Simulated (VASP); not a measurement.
VASP ran on this input.

INCAR:
```
NELM = 100   # most electronic steps
LREAL = Auto   # projection in real space or not
ALGO = Normal   # blocked Davidson
GGA = PE   # PBE
ISMEAR = -1
EDIFF = 1E-6
SIGMA = 0.05
PREC = Accurate
LWAVE = .False.
LASPH = .True.
ISIF = 2   # forces and stress, cell fixed
LCHARG = .False.
LMAXMIX = 4   # l cut-off of mixed one-centre charges
SYSTEM = Sb2S3
ENCUT = 300   # plane-wave cut-off (eV)
```

KPOINTS:
```
kpoints
0
G
1 3 1
```

POSCAR:
```
Sb2S3
24.0274040
  0.5000000000   0.0000000000   0.0000000000
  0.0000000000   0.1629106499   0.0000000000
  0.0000000000   0.0000000000   0.4816535736
Sb S
8 12
direct
  0.8573500000   0.7500000000   0.4655800000
  0.1426500000   0.2500000000   0.5344200000
  0.6426500000   0.2500000000   0.9655800000
  0.3573500000   0.7500000000   0.0344200000
  0.9669400000   0.2500000000   0.1730800000
  0.0330600000   0.7500000000   0.8269200000
  0.5330600000   0.7500000000   0.6730800000
  0.4669400000   0.2500000000   0.3269200000
  0.8759300000   0.7500000000   0.0614700000
  0.1240700000   0.2500000000   0.9385300000
  0.6240700000   0.2500000000   0.5614700000
  0.3759300000   0.7500000000   0.4385300000
  0.0485400000   0.7500000000   0.3792300000
  0.9514600000   0.2500000000   0.6207700000
  0.4514600000   0.2500000000   0.8792300000
  0.5485400000   0.7500000000   0.1207700000
  0.3002500000   0.2500000000   0.1885500000
  0.6997500000   0.7500000000   0.8114500000
  0.1997500000   0.7500000000   0.6885500000
  0.8002500000   0.2500000000   0.3114500000
```

POTCAR, in this order: Sb S (PBE.64 set). Program: vasp_std.

Q: Translate this PBE calculation to Quantum ESPRESSO's pw.x.

A: One equivalent input (not run):
```
&CONTROL
  calculation = 'scf'
  pseudo_dir = './pseudo'
  outdir = './out'
  tprnfor = .true.
  tstress = .true.
/
&SYSTEM
  ibrav = 0
  nat = 20
  ntyp = 2
  ecutwfc = 80
  occupations = 'smearing'
  smearing = 'fermi-dirac'
  degauss = 0.003675
  input_dft = 'pbe'
/
&ELECTRONS
  conv_thr = 7.3e-08
  electron_maxstep = 100
/
ATOMIC_SPECIES
  Sb 121.760 Sb.upf
  S 32.060 S.upf
CELL_PARAMETERS angstrom
    12.0137020    0.0000000    0.0000000
     0.0000000    3.9143200    0.0000000
     0.0000000    0.0000000   11.5728850
ATOMIC_POSITIONS crystal
  Sb   0.8573500  0.7500000  0.4655800
  Sb   0.1426500  0.2500000  0.5344200
  Sb   0.6426500  0.2500000  0.9655800
  Sb   0.3573500  0.7500000  0.0344200
  Sb   0.9669400  0.2500000  0.1730800
  Sb   0.0330600  0.7500000  0.8269200
  Sb   0.5330600  0.7500000  0.6730800
  Sb   0.4669400  0.2500000  0.3269200
  S    0.8759300  0.7500000  0.0614700
  S    0.1240700  0.2500000  0.9385300
  S    0.6240700  0.2500000  0.5614700
  S    0.3759300  0.7500000  0.4385300
  S    0.0485400  0.7500000  0.3792300
  S    0.9514600  0.2500000  0.6207700
  S    0.4514600  0.2500000  0.8792300
  S    0.5485400  0.7500000  0.1207700
  S    0.3002500  0.2500000  0.1885500
  S    0.6997500  0.7500000  0.8114500
  S    0.1997500  0.7500000  0.6885500
  S    0.8002500  0.2500000  0.3114500
K_POINTS automatic
  1 3 1 0 0 0
```
The two are equivalent in intent, not identical: the potentials are each code's own (VASP's PAW set, PseudoDojo norm-conserving files in pw.x), so ENCUT and ecutwfc are chosen apart and not converted; conv_thr bounds pw.x's estimated SCF error, while EDIFF bounds the energy change between steps.

The structure comes from a computed database's Sb2S3 entry, a phase known from measurement. The cell was not relaxed at this level. The k-mesh is coarse (spacing up to 0.54 per Å, 2π included), so the numbers may not be converged in it.
